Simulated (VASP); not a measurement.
```xyz
4
Lattice="4.9824 0.0000 0.0000 0.0000 8.1362 0.0000 0.0000 0.0000 24.6688" Properties=species:S:1:pos:R:3 pbc="T T T"
Rb     2.2456     6.1021     9.0418
Rb     4.4491     2.0340    10.9019
Rb     0.5333     6.1021    13.7668
Rb     2.7368     2.0340    15.6270
```

Method: r2SCAN meta-GGA, VASP's PBE PAW potentials (set 64) (plane waves; VASP). Numerical set-up: PREC = Normal, 400 eV cut-off, 6×4×1 Γ-centred mesh, first-order Methfessel-Paxton smearing of 0.10 eV, potentials Rb_sv.

### Question
Estimate the energy per atom (σ→0), band gap (on the k-mesh) with the smallest direct gap where there is one.

### Answer

```yaml
band gap (on the k-mesh): none (metal, semimetal or under 0.01 eV)
energy per atom (σ→0): -1329.8 kJ/mol-atom
```

Total energies compare only between runs with the same potentials, cut-off and functional.

The cell is a thin slab with vacuum, built from Rb (bcc): (211) face.
